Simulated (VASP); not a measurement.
```
ZrO2
1.0
    0.00000     2.49509     2.49509
    2.49509     0.00000     2.49509
    2.49509     2.49509     0.00000
Zr O
1 2
Direct
  0.00000   0.00000   0.00000
  0.25000   0.25000   0.25000
  0.75000   0.75000   0.75000
```

Computed with optB86b-vdW, VASP's PBE PAW potentials (set 64) (plane waves; VASP). Settings: 520 eV cut-off, 8×8×8 Γ-centred mesh, Gaussian smearing of 0.050 eV, potentials Zr_sv O.

Question: Give the stress tensor in GPa (positive for a compressed cell).

Answer: 
```
17.42   0.00   0.00
 0.00  17.42   0.00
 0.00   0.00  17.42
```
The pressure is its mean diagonal, 17.42 GPa.

The compound is ZrO2 in the fluorite structure, the high-temperature cubic form, which is unstable at 0 K; the monoclinic form is the stable one. This cell is one point of a volume scan, at 0.94 of the reference volume.
